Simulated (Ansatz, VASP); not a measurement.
**CsFeF3: VASP beside Ansatz**

Wanted: the spread between two codes on one cell, functional and k mesh. The cell is generated by rule, not measured, and may not be a known phase. The two relaxations start from unlike cells of this crystal (the structure described is Ansatz's start), so only their ends are compared.

Calculated with Ansatz 0.2.0; plane waves, with VASP 6.6.1 beside it; relaxation of cell and atoms at LDA.

The structure was built from a prototype and need not be the compound's stable phase.

## Step 1: Set-up

It takes space group Pm-3m (No. 221, cubic). The conventional cell has a = 4.217 Å, b = 4.217 Å, c = 4.217 Å, α = 90.00°, β = 90.00°, γ = 90.00°. Cs has 12 F at 2.98 Å nearest. Fe has 6 F at 2.11 Å nearest. Nearest to F lie 2 Fe at 2.11 Å and 4 Cs at 2.98 Å. Farther neighbours and most contacts between anions are not listed.

Coordinates:

```xyz
5
Lattice="4.2174 0.0000 0.0000 0.0000 4.2174 0.0000 0.0000 0.0000 4.2174" Properties=species:S:1:pos:R:3 pbc="T T T"
Cs    0.0000    0.0000    0.0000
Fe    2.1087    2.1087    2.1087
F     2.1087    2.1087    0.0000
F     2.1087    0.0000    2.1087
F     0.0000    2.1087    2.1087
```

## Step 2: VASP: relaxation of cell and atoms, LDA

The relaxed volume is the usual yardstick between codes: in a stiff, nearly cubic crystal its relative difference is about their pressure difference at one cell divided by the bulk modulus.

Lines of VASP's logs that name or quote its potential files are left out, and so is its time.

INCAR reads:

```
SYSTEM = CsFeF3
PREC = Accurate
ENCUT = 600
EDIFF = 1E-07
NELM = 120
ISMEAR = -1
SIGMA = 0.02
LREAL = .FALSE.
ALGO = Normal
GGA = CA
NBANDS = 25
LASPH = .TRUE.
LORBIT = 11
LWAVE = .FALSE.
LCHARG = .FALSE.
ISIF = 3
IBRION = 2
NSW = 80
EDIFFG = -0.005
GGA_COMPAT = .FALSE.
NELMIN = 4
KPAR = 2
```

POSCAR reads:

```
CsFeF3
1.0
    4.0331400564      0.0000000000      0.0000000000
    0.0000000000      4.0331400564      0.0000000000
    0.0000000000      0.0000000000      4.0331400564
Cs Fe F
1 1 3
Direct
    0.0000000000      0.0000000000      0.0000000000
    0.5000000000      0.5000000000      0.5000000000
    0.5000000000      0.5000000000      0.0000000000
    0.5000000000      0.0000000000      0.5000000000
    0.0000000000      0.5000000000      0.5000000000
```

KPOINTS reads:

```
Automatic mesh
0
Gamma
6 6 6
0 0 0
```

The projector-augmented-wave data sets are Cs_sv, Fe and F (LDA family, release 64).

Command:

```bash
$ mpirun -np 2 vasp_std
```

Numbers of over 12 decimals in the logs are rounded to 6 here.

The program printed:

```text
[banner, memory and clock lines left out]
running    2 mpi-ranks, on    1 nodes
 distrk:  each k-point on    1 cores,    2 groups
 distr:  one band on    1 cores,    1 groups

 POSCAR found type information on POSCAR CsFeF
 POSCAR found :  3 types and       5 ions
 LDA part: xc-table for (Slater(with rela. corr.)+CA(PZ))
 , standard interpolation
 POSCAR, INCAR and KPOINTS ok, starting setup
 FFT: planning ... GRIDC
 FFT: planning ... GRID_SOFT
 FFT: planning ... GRID
 WAVECAR not read
 entering main loop
       N       E                     dE             d eps       ncg     rms          rms(c)
DAV:   1     0.395116493820E+03    0.39512E+03   -0.21974E+04  1000   0.183E+03
DAV:   2     0.115302824997E+02   -0.38359E+03   -0.36551E+03  1053   0.420E+02
DAV:   3    -0.292847252861E+02   -0.40815E+02   -0.40018E+02  1311   0.147E+02
DAV:   4    -0.304389866241E+02   -0.11543E+01   -0.11508E+01  1152   0.258E+01
DAV:   5    -0.304700356080E+02   -0.31049E-01   -0.31021E-01  1269   0.399E+00    0.147E+01
DAV:   6    -0.276731376164E+02    0.27969E+01   -0.22695E+01  1389   0.510E+01    0.117E+01
DAV:   7    -0.271162821573E+02    0.55686E+00   -0.30483E+00  1302   0.313E+01    0.535E+00
DAV:   8    -0.270508607479E+02    0.65421E-01   -0.29020E-01  1500   0.531E+00    0.147E+00
DAV:   9    -0.270429280251E+02    0.79327E-02   -0.16490E-02  1329   0.980E-01    0.213E-01
DAV:  10    -0.270420051527E+02    0.92287E-03   -0.30152E-03  1338   0.535E-01    0.142E-01
DAV:  11    -0.270418947418E+02    0.11041E-03   -0.64163E-04  1483   0.336E-01    0.505E-02
DAV:  12    -0.270418328994E+02    0.61842E-04   -0.25535E-04  1341   0.251E-01    0.343E-02
DAV:  13    -0.270418219906E+02    0.10909E-04   -0.22295E-05  1402   0.540E-02    0.301E-03
DAV:  14    -0.270418196463E+02    0.23443E-05   -0.30826E-06  1302   0.148E-02    0.559E-03
DAV:  15    -0.270418192716E+02    0.37466E-06   -0.32336E-07   875   0.450E-03    0.135E-03
DAV:  16    -0.270418191744E+02    0.97198E-07   -0.84900E-08   591   0.308E-03
   1 F= -.27041819E+02 E0= -.27036142E+02  d E =-.270418E+02
 curvature:   0.00 expect dE= 0.000E+00 dE for cont linesearch  0.000E+00
 trial: gam= 0.00000 g(F)=  0.000E+00 g(S)=  0.586E-04 ort = 0.000E+00 (trialstep = 0.100E+01)
 search vector abs. value=  0.586E-04
 bond charge predicted
       N       E                     dE             d eps       ncg     rms          rms(c)
DAV:   1    -0.270423953547E+02   -0.57608E-03   -0.11805E-02  1021   0.990E-01    0.178E-01
DAV:   2    -0.270418805309E+02    0.51482E-03   -0.19044E-03  1047   0.356E-01    0.510E-02
DAV:   3    -0.270418559415E+02    0.24589E-04   -0.16221E-04  1263   0.187E-01    0.256E-02
DAV:   4    -0.270418462815E+02    0.96600E-05   -0.19396E-05  1446   0.604E-02    0.106E-02
DAV:   5    -0.270418434208E+02    0.28607E-05   -0.65390E-06  1172   0.206E-02    0.339E-03
DAV:   6    -0.270418433162E+02    0.10459E-06   -0.68636E-07  1083   0.639E-03    0.191E-03
DAV:   7    -0.270418432865E+02    0.29625E-07   -0.13653E-07   653   0.287E-03
   2 F= -.27041843E+02 E0= -.27036162E+02  d E =-.241121E-04
 trial-energy change:   -0.000024  1 .order   -0.000021   -0.000059    0.000017
 step:   0.8130(harm=  0.7704)  dis= 0.00000  next Energy=   -27.041845 (dE=-0.257E-04)
 reached required accuracy - stopping structural energy minimisation
```

From OUTCAR (step 2):

```text
ion  position               nearest neighbor table
   1  0.000  0.000  0.000-
   2  0.500  0.500  0.500-   3 2.02   4 2.02   5 2.02   3 2.02   4 2.02   5 2.02
   3  0.500  0.500  0.000-   2 2.02   2 2.02
   4  0.500  0.000  0.500-   2 2.02   2 2.02
   5  0.000  0.500  0.500-   2 2.02   2 2.02

  LATTYP: Found a simple cubic cell.
 ALAT       =     4.0331400564

 Subroutine GETGRP returns: Found 48 space group operations
 (whereof 48 operations were pure point group operations)

The static configuration has the point symmetry O_h .

 Found     20 irreducible k-points:

   k-points           NKPTS =     20   k-points in BZ     NKDIM =     20   number of bands    NBANDS=     25

   dimension x,y,z NGX =    32 NGY =   32 NGZ =   32
   dimension x,y,z NGXF=    64 NGYF=   64 NGZF=   64

   ENCUT  =  600.0 eV  44.10 Ry    6.64 a.u.   8.06  8.06  8.06*2*pi/ulx,y,z

   NELECT =      38.0000    total number of electrons

 k-points in reciprocal lattice and weights: Automatic mesh
   0.00000000  0.00000000  0.00000000       0.005
   0.16666667  0.00000000  0.00000000       0.028
   0.33333333  0.00000000  0.00000000       0.028
   0.50000000  0.00000000  0.00000000       0.014
   0.16666667  0.16666667  0.00000000       0.056
   0.33333333  0.16666667  0.00000000       0.111
   0.50000000  0.16666667  0.00000000       0.056
   0.33333333  0.33333333  0.00000000       0.056
   0.50000000  0.33333333  0.00000000       0.056
[...]
0.50000000  0.50000000  0.33333333       0.028
   0.50000000  0.50000000  0.50000000       0.005

 average (electrostatic) potential at core
       1 -44.9160       2 -46.1650       3 -76.5832       4 -76.5832       5 -76.5832

 E-fermi :   3.5298

 k-point     1 :       0.0000    0.0000    0.0000
  band No.  band energies     occupation
    ...
     17       2.6809      2.00000
     18       2.6809      2.00000
     19       2.6809      2.00000
     20       3.1904      2.00000
     21       3.1905      2.00000
     22       7.2079      0.00000
     23       8.2666      0.00000
     24       8.2666      0.00000
     25      12.2340      0.00000

 k-point     2 :       0.1667    0.0000    0.0000
  band No.  band energies     occupation
    ...
     17       2.6913      2.00000
     18       2.8483      2.00000
     19       2.8483      2.00000
     20       3.1929      2.00000
     21       3.5039      1.56991
     22       7.7463      0.00000
     23       8.5613      0.00000
     24       8.9103      0.00000
     25      12.1820      0.00000

 k-point     3 :       0.3333    0.0000    0.0000
  band No.  band energies     occupation
    ...
     16      -0.8222      2.00000
     17       2.7124      2.00000
     18       3.1630      2.00000
     19       3.1630      2.00000
     20       3.1972      2.00000
     21       3.9918      0.00000
     22       8.8969      0.00000
     23       9.1968      0.00000
     24      10.3784      0.00000
     25      12.0814      0.00000

  Total       -0.0134112     -0.0134112     -0.0134112     -0.0000000     -0.0000000     -0.0000000
  in kB       -0.3271016     -0.3271016     -0.3271016     -0.0000000     -0.0000000     -0.0000000
  external PRESSURE =      -0.3271016 kB  Pullay stress =       0.0000000 kB

  energy-cutoff  :      600.00
  volume of cell :       65.69
      direct lattice vectors                 reciprocal lattice vectors
     4.034890741  0.000000000  0.000000000     0.247838186 -0.000000000  0.000000000
     0.000000000  4.034890741  0.000000000    -0.000000000  0.247838186 -0.000000000
    -0.000000000  0.000000000  4.034890741    -0.000000000 -0.000000000  0.247838186

 POSITION                                       TOTAL-FORCE (eV/Angst)
 -----------------------------------------------------------------------------------
      0.00000      0.00000      0.00000         0.000000      0.000000      0.000000
      2.01745      2.01745      2.01745        -0.000000      0.000000      0.000000
      2.01745      2.01745      0.00000         0.000000      0.000000      0.000000
      2.01745      0.00000      2.01745         0.000000     -0.000000      0.000000
     -0.00000      2.01745      2.01745        -0.000000      0.000000      0.000000
 -----------------------------------------------------------------------------------
    total drift:                                0.000000     -0.000000     -0.000000

  FREE ENERGIE OF THE ION-ELECTRON SYSTEM (eV)
  ---------------------------------------------------
  free  energy   TOTEN  =       -27.0418432865 eV

  energy  without entropy=      -27.0304804909  energy(sigma->0) =      -27.03616189

 reached required accuracy - stopping structural energy minimisation

 total charge
# of ion       s       p       d       tot
------------------------------------------
    1        1.833   4.728   0.075   6.636
    2        0.256   0.356   6.298   6.909
    3        1.723   4.333   0.000   6.056
    4        1.723   4.333   0.000   6.056
    5        1.723   4.333   0.000   6.056
--------------------------------------------------
tot          7.257  18.083   6.373  31.712

[... 3 further parts left out ...]
```

This run has no spin polarisation, so a moment on Fe, if there is one, isn't seen. Oxides and halides of Fe are often magnetic insulators, and a metal at this level, without U or exact exchange, may be an artefact.

## Step 3: Ansatz: relaxation of cell and atoms, LDA

Ansatz runs on its default PAW (the set named soft_2) files.

Its own start cell and the same functional (in two slightly different forms), mesh and smearing now go to Ansatz, which takes its cutoff from its data sets.

input.yaml reads:

```yaml
crystal:
  lattice:
    - [4.2174, 0.0, 0.0]
    - [0.0, 4.2174, 0.0]
    - [0.0, 0.0, 4.2174]
  atoms:
    - { symbol: Cs, position: [0.0, 0.0, 0.0] }
    - { symbol: Fe, position: [0.5, 0.5, 0.5] }
    - { symbol: F, position: [0.5, 0.5, 0.0] }
    - { symbol: F, position: [0.5, 0.0, 0.5] }
    - { symbol: F, position: [0.0, 0.5, 0.5] }
kpoints:
  mp_grid: { grid: [6, 6, 6] }
hamiltonian:
  xc: lda
scf:
  occupations: { method: fermi_dirac, width: 0.02 }
relax:
  f_tol: 0.01
  max_steps: 80
  cell: {}
```

Command:

```bash
$ ansatz run input.yaml --threads 4 --pin off --max-ram 9216MiB --backend cpu --events-out ev --progress --plain --runs-dir out
```

The program printed:

```text
Engine: ansatz 0.2.0, aarch64-unknown-linux-gnu
Pseudopotentials: kind: paw
Pseudopotential: Cs, paw, valence charge 9, recommended cutoff 420 eV (normal), Cs.paw.azcp
Pseudopotential: Fe, paw, valence charge 16, recommended cutoff 420 eV (normal), Fe.paw.azcp
Pseudopotential: F, paw, valence charge 7, recommended cutoff 420 eV (normal), F.paw.azcp
Functional definition: SPW92
  exchange = slater_x
  correlation = pw_c
Crystal: 5 atoms, lattice volume = 75.013 Å³
Basis set: ecut = 420 eV, 1419 PW (Γ)
Bands: 28, of which v1, the nominal top of the filled ones, is band 23 counted from 1 (22 counted from 0)
Symmetry: 48 space group operations
Space group: Pm-3m (ITA 221), of the structure as read, at distance tolerance 4.2e-5 Å
k-points: 20 of 216
Non-local potential: Cs, projectors of the file, l = 0: 3, l = 1: 2, l = 2: 2, l = 3: 2
Non-local potential: Fe, projectors of the file, l = 0: 3, l = 1: 2, l = 2: 3, l = 3: 1
Non-local potential: F, projectors of the file, l = 0: 2, l = 1: 2, l = 2: 1
PAW form: soft (Blöchl's): semilocal exchange-correlation on the pseudo side does not see the compensation charge
PAW frozen core: Cs, regenerated for the run's functional, and the local potential with it (the file was generated under x = pbe(κ = 0.804, μ = 0.219515), c = pbe(β = 0.066725))
PAW frozen core: Fe, regenerated for the run's functional, and the local potential with it (the file was generated under x = pbe(κ = 0.804, μ = 0.219515), c = pbe(β = 0.066725))
PAW frozen core: F, regenerated for the run's functional, and the local potential with it (the file was generated under x = pbe(κ = 0.804, μ = 0.219515), c = pbe(β = 0.066725))
PAW one-centre angular grid: Cs, 194 points (default); XC on 64 Gauss nodes
PAW one-centre angular grid: Fe, 590 points (default); XC on 64 Gauss nodes
PAW one-centre angular grid: F, 110 points (default); XC on 64 Gauss nodes
Initial density: superposition of atomic densities (neutral atoms: chi_scale 0, normalization atom), corrected by the library's trained network
Initial wavefunctions: pseudopotential atomic-orbital guess
Functional: x = slater, c = lda
SCF iter   1: F=—  HF=-12307.124977 eV  |F-HF|=—  |Δ(HF+E_count)|=         —  Δρ=2.55e-2  dr2=2.58e-1  ethr=1.77e-3  ⟨swp⟩=6.0  Hψ=2319  notcnv=0
preconditioner: auto → LDOS  [insulator: Δε(μ)=0.069 eV  Ē_g=12.066 eV  σ=0.020 eV  W_gap=0.65  n_scr=18 (ndim 8)  ℏωp=26.4 eV  f_vac=0.016  D(μ)=9.16/eV (n_scr^D=122)  ε∞_Penn≈5.8  β→1.0]
SCF iter   2: F=—  HF=-12307.093761 eV  |F-HF|=—  |Δ(HF+E_count)|=   3.12e-2  Δρ=1.82e-2  dr2=1.21e-1  ethr=5.61e-4  ⟨swp⟩=2.4  Hψ=1226  notcnv=0  defer=4
SCF iter   3: F=—  HF=-12307.054469 eV  |F-HF|=—  |Δ(HF+E_count)|=   3.93e-2  Δρ=3.48e-3  dr2=8.42e-3  ethr=2.64e-4  ⟨swp⟩=2.0  Hψ=1093  notcnv=0  defer=4
SCF iter   4: F=—  HF=-12307.053282 eV  |F-HF|=—  |Δ(HF+E_count)|=   1.19e-3  Δρ=2.61e-3  dr2=5.03e-3  ethr=1.83e-5  ⟨swp⟩=3.0  Hψ=1228  notcnv=0  defer=4
SCF iter   5: F=—  HF=-12307.052452 eV  |F-HF|=—  |Δ(HF+E_count)|=   8.29e-4  Δρ=1.19e-3  dr2=1.12e-3  ethr=1.09e-5  ⟨swp⟩=2.0  Hψ=643  notcnv=0  defer=4
SCF iter   6: F=—  HF=-12307.052215 eV  |F-HF|=—  |Δ(HF+E_count)|=   2.37e-4  Δρ=3.79e-4  dr2=8.44e-5  ethr=2.43e-6  ⟨swp⟩=1.9  Hψ=612  notcnv=0  defer=4
SCF iter   7: F=—  HF=-12307.052198 eV  |F-HF|=—  |Δ(HF+E_count)|=   1.73e-5  Δρ=1.95e-5  dr2=1.79e-7  ethr=1.83e-7  ⟨swp⟩=2.6  Hψ=914  notcnv=0  defer=4
SCF iter   8: F=-12307.052198 eV  HF=-12307.052198 eV  |F-HF|=1.40e-8  |Δ(HF+E_count)|=   1.12e-7  Δρ=6.40e-6  dr2=2.02e-8  ethr=2.17e-10  ⟨swp⟩=4.0  Hψ=1910  notcnv=0
SCF 1 converged in 8 iterations: F = -12307.052198 eV  dr2 = 2.02e-8
  greatest PAW one-centre occupation: 1.002 electrons in one spin orbital (limit 2), on the Fe atom at site 1 (counted from 0), in its partial waves of l = 1
relax step   1: F+E_penalty+E_count = -12307.05219783 eV  Δ(F+E_penalty+E_count) = +0.000e0 eV  max|allowed force component| = 7.010e-29 eV/Å  Δτ_max = 0.0000 Å  P = -10.377 GPa  Ω = 75.013 Å³  (8 SCF iters, dr2 threshold 1.00e-7 eV, accepted)
[...]
relax step   4: F+E_penalty+E_count = -12307.42550460 eV  Δ(F+E_penalty+E_count) = +1.205e-3 eV  max|allowed force component| = 1.434e-29 eV/Å  Δτ_max = 0.0000 Å  P = -0.003 GPa  Ω = 65.869 Å³  energy of the carried Pulay correction = +4.242e-2 eV  (6 SCF iters, dr2 threshold 5.00e-7 eV, accepted)
[...]
relax step   5: F+E_penalty+E_count = -12307.40505918 eV  Δ(F+E_penalty+E_count) = +2.045e-2 eV  max|allowed force component| = 5.575e-30 eV/Å  Δτ_max = 0.0000 Å  P = -0.668 GPa  Ω = 65.869 Å³  stress off target by 6.68e-1 GPa  SCF on the basis re-selected at this cell (its energy is not comparable with the rows above)  (7 SCF iters)
[...]
relax step   6: F+E_penalty+E_count = -12307.40784530 eV  Δ(F+E_penalty+E_count) = -2.786e-3 eV  max|allowed force component| = 8.520e-30 eV/Å  Δτ_max = 0.0000 Å  P = +0.024 GPa  Ω = 65.457 Å³  energy of the carried Pulay correction = +1.953e-3 eV  (6 SCF iters, dr2 threshold 5.00e-7 eV, accepted)
[...]
relax step   7: F+E_penalty+E_count = -12307.40538747 eV  Δ(F+E_penalty+E_count) = +2.458e-3 eV  max|allowed force component| = 1.628e-29 eV/Å  Δτ_max = 0.0000 Å  P = -0.012 GPa  Ω = 65.457 Å³  stress off target by 1.20e-2 GPa  SCF on the basis re-selected at this cell (its energy is not comparable with the rows above)  (7 SCF iters)
basis re-selected at this cell: Δ(F+E_penalty+E_count) = +2.458e-3 eV, ΔP = -0.036 GPa vs the last step (what re-selecting the basis moved, of the pressure what is left beyond the Pulay correction that the steps carried, after the strain that the cell walked since its last selection, with what the two solves' SCF thresholds leave and, on support functions, any second-order correction that the steps lacked; it is no m [...]
SCF converged after 7 iterations
Free energy (F): -12307.405387 eV
Harris-Foulkes:  -12307.405387 eV  (|F-HF|=0.00e0)
Internal energy: -12307.393850 eV  (E = F + TS)
E sigma→0 (E₀):  -12307.399619 eV
Entropy (-TS):   -0.011537 eV (-2.307 meV/atom)
Fermi energy:    9.931184 eV
--- Per-component energies (eV) ---
  E_band       = -368.029801
  E_kinetic    = 1109.017648
  E_local      = -5000.774487  (includes V_loc(G=0)·N_el)
  E_nonlocal   = 491.036103
  E_hartree    = 2069.130848
  E_xc         = -523.871754
  E_vxc        = -580.956583  (∫ρ·V_xc dr)
  E_paw        = -6772.521028  (= ΣΔE_a)
  E_vpaw       = -524.621010  (= ΣTr[D̂ρ^β])
  E_aug_tail   = 0.006970  (compensation charges beyond the density's cutoff)
  E_ewald      = -3680.429996
  E_core_change = 1.011847  (= ΣΔE_core)
  E_smearing   = -0.011537  (= −TS)
  E_closure    = -0.000000  (closes the sum)
  Σ components = -12307.405387   (vs F -12307.405387, Δ=0.00e0)
--- Forces (eV/Å), atoms counted from 1 ---
  atom   1  Cs    -0.00000000     0.00000000     0.00000000
  atom   2  Fe    -0.00000000    -0.00000000     0.00000000
  atom   3  F     -0.00000000     0.00000000     0.00000000
  atom   4  F      0.00000000    -0.00000000     0.00000000
  atom   5  F      0.00000000     0.00000000    -0.00000000
  max |Σ_I F_I| component: 1.17e-29 eV/Å
--- Stress (GPa, compression-positive) ---
       -0.011977      -0.000000      -0.000000
       -0.000000      -0.011977       0.000000
       -0.000000       0.000000      -0.011977
  P = ⅓ Tr σ = -0.0120 GPa (-0.120 kbar)
--- Relaxed structure (5 steps of the walk, 5 accepted, 2 SCFs on fresh bases) ---
  F+E_penalty+E_count = -12307.40538747 eV   max|allowed force component| = 1.628e-29 eV/Å   (the final SCF, on the basis selected at the relaxed cell)
  cell:  # Å, volume = 65.4567 Å³
    - [4.030120, 0, 0]
    - [0, 4.030120, 0]
    - [0, 0, 4.030120]
  atoms:
    - { symbol: Cs, position: [0, 0, 0] }
    - { symbol: Fe, position: [0.5, 0.5, 0.5] }
    - { symbol: F, position: [0.5, 0.5, 0] }
    - { symbol: F, position: [0.5, 0, 0.5] }
    - { symbol: F, position: [0, 0.5, 0.5] }
```

Reading the cycles: dr2 is the Hartree energy of the density residual (eV), the measure of convergence; HF is the Harris–Foulkes estimate of the energy, which meets the free energy F at convergence.

## Step 4: Side by side

Known differences besides the potentials themselves: the two LDA forms differ slightly; the data sets hold 46 valence electrons in Ansatz (on its default PAW (the set named soft_2) files) and 38 in VASP; the cutoff is 420 eV in Ansatz and 600 eV in VASP; VASP's log shows a relativistic correction to its local exchange, Ansatz's none; Ansatz adds a Pulay correction to the stress that steers its cell, VASP none. Total energies have different zeros and are not compared.

Both answers:

| quantity | Ansatz | VASP | difference |
| --- | --- | --- | --- |
| volume (Å³) | 65.46 | 65.69 | -0.35 % |
| edge a after relaxation, in the typed setting (Å) | 4.030 | 4.035 | -0.12 % |

## Step 5: What came out

| Item | Value |
| --- | --- |
| difference in volume (relaxation of cell and atoms, LDA) | -0.35 % |

What this shows: The difference in volume is -0.35 % (relaxation of cell and atoms, LDA), within the 1.2 % picked in this series as the mark of a large difference, as far as the stopping tolerances let one tell. The data sets hold unlike numbers of valence electrons (46 in Ansatz and 38 in VASP), so part of the differences comes from the potentials. How closely two codes agree says nothing of how well the functional describes the real material.

[Lines on the potential files, build, host, timing and source positions are cut from VASP's logs without a mark.]

[Logs are printed without paths, hosts, clocks, repeated set-up lines and the standing remarks that a program may print on its own settings, such as how far it seeks lower states.]

[Hosts, paths, dates, database ids (printed as entryN), source tags and the programs' standing remarks are cut or masked in the printed files.]
